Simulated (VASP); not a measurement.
Input:

```xyz
4
Lattice="2.3064 1.3316 7.5050 -2.3064 1.3316 7.5050 0.0000 -2.6632 7.5050" Properties=species:S:1:pos:R:3 pbc="T T T"
Sr     0.0000     0.0000    11.2575
Eu     0.0000     0.0000     0.0000
Te     0.0000     0.0000    16.8234
Te     0.0000     0.0000     5.6916
```

Method: PBEsol GGA, VASP's PBE PAW potentials (set 64) (plane waves; VASP). Run with 400 eV cut-off, Gaussian smearing of 0.050 eV, potentials Sr_sv Eu_2 Te.

The 4f electrons are frozen in the core of the lanthanide potential, so 4f levels, which can set the real gap, and their magnetism are missing.  Unless said otherwise, spin-orbit coupling is left out, though it shifts the bands of the heavy elements here.

Task: What does the run give for the band gap (along the path) with the smallest direct gap where there is one?

Result: 
```json
{
  "band gap (along the path)": "1.30 eV",
  "smallest direct gap (along the path)": "2.07 eV"
}
```

Total energies compare only between runs with the same potentials, cut-off and functional.

The structure comes from a computed database's SrEuTe2 entry (R-3m); how it stands against other phases isn't given here. It was relaxed first, which changed the volume by -6 %.
